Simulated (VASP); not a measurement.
These are PW91 GGA, VASP's PBE PAW potentials (set 64) (plane waves; VASP) values and carry that method's errors.

A VASP calculation is set up with these files.

KPOINTS:
```
kpoints
0
G
  1 1 1
```

POSCAR:
```
Si atom
1
   12.0000000000     0.0000000000     0.0000000000
    0.0000000000    12.5000000000     0.0000000000
    0.0000000000     0.0000000000    13.0000000000
Si
1
Direct
  0.0000000000   0.0000000000   0.0000000000
```

INCAR:
```
ALGO  =  All
EDIFF  =  1E-6
ENCUT  =  520
GGA  =  91
ISMEAR  =  0
ISPIN  =  2
ISYM  =  0
LASPH  =  .True.
LCHARG  =  .False.
LORBIT  =  10
LREAL  =  .False.
LWAVE  =  .False.
MAGMOM  =  2
NELM  =  200
NUPDOWN  =  2
PREC  =  Normal
SIGMA  =  0.01
SYSTEM  =  Si atom
```

POTCAR, in this order: Si (PBE.64 set). Program: vasp_gam. Read from the step before: WAVECAR.

The resulting files:

File OSZICAR:
```
       N       E                     dE             d eps       ncg     rms           ort
SDA:   1    -0.749517920589E+00   -0.74952E+00    0.00000E+00     7   0.286E-02   0.000E+00
CGA:   2    -0.750513388268E+00   -0.99547E-03   -0.10012E-02     7   0.370E-03  -0.339E-04
CGA:   3    -0.750652499159E+00   -0.13911E-03   -0.14088E-03     7   0.774E-04  -0.328E-06
CGA:   4    -0.750674768533E+00   -0.22269E-04   -0.25587E-04     7   0.197E-04  -0.893E-05
 trl   5    -0.750672898901E+00    0.18696E-05   -0.64235E-05     7   0.174E-04  -0.131E-04
CGA:   6    -0.750681061585E+00   -0.62931E-05   -0.64235E-05     7   0.398E-05   0.328E-05
CGA:   7    -0.750682583912E+00   -0.15223E-05   -0.15599E-05     7   0.138E-05  -0.402E-06
CGA:   8    -0.750682934802E+00   -0.35089E-06   -0.35870E-06     7   0.730E-06  -0.106E-06
   1 F= -.75068293E+00 E0= -.74682638E+00  d E =-.771310E-02  mag=     2.0000
```

**OUTCAR**
```
------------------------ aborting loop because EDIFF is reached ----------------------------------------
  FORCE on cell =-STRESS in cart. coord.  units (eV):
  Direction    XX          YY          ZZ          XY          YZ          ZX
  --------------------------------------------------------------------------------------
  Total        0.0012177     -0.0000417     -0.0004593      0.0000684     -0.0001737      0.0000429
  in kB        0.0010005     -0.0000343     -0.0003774      0.0000562     -0.0001427      0.0000353
  external PRESSURE =       0.0001963 kB  Pullay stress =       0.0000000 kB
  volume of cell :     1950.00
      direct lattice vectors                 reciprocal lattice vectors
    12.000000000  0.000000000  0.000000000     0.083333333  0.000000000  0.000000000
     0.000000000 12.500000000  0.000000000     0.000000000  0.080000000  0.000000000
     0.000000000  0.000000000 13.000000000     0.000000000  0.000000000  0.076923077
 POSITION                                       TOTAL-FORCE (eV/Angst)
 -----------------------------------------------------------------------------------
      0.00000      0.00000      0.00000        -0.000000     -0.000000     -0.000006
 -----------------------------------------------------------------------------------
    total drift:                               -0.000000     -0.000000     -0.000006
  FREE ENERGIE OF THE ION-ELECTRON SYSTEM (eV)
  ---------------------------------------------------
  free  energy   TOTEN  =        -0.7506829348 eV

  energy  without entropy=       -0.7429698312  energy(sigma->0) =       -0.74682638

 total charge

# of ion       s       p       d       tot
------------------------------------------
    1        0.947   0.569   0.000   1.516

 magnetization (x)

# of ion       s       p       d       tot
------------------------------------------
    1        0.003   0.569   0.000   0.572
```
(Selected blocks of OUTCAR.)

File OUTCAR:
```
 val. band max:       -4.5095414902   @ k =   0.0000   0.0000   0.0000

 cond. band min:      -2.9802815165   @ k =   0.0000   0.0000   0.0000


 Fermi energy:        -4.5066282031

 spin component 1

 k-point     1 :       0.0000    0.0000    0.0000
  band No.  band energies     occupation
      1     -11.2611      1.00000
      2      -4.5096      0.66753
      3      -4.5096      0.66652
      4      -4.5095      0.66595
      5      -0.5548      0.00000
      6       0.5061      0.00000
      7       0.5932      0.00000

 Fermi energy:        -9.6124357985

 spin component 2

 k-point     1 :       0.0000    0.0000    0.0000
  band No.  band energies     occupation
      1      -9.6697      1.00000
      2      -2.9803      0.00000
      3      -2.9790      0.00000
      4      -2.9794      0.00000
      5       0.0398      0.00000
      6       0.9215      0.00000
      7       1.0203      0.00000
```

The atom may not be in its lowest state.

The cell is a free atom in a box.
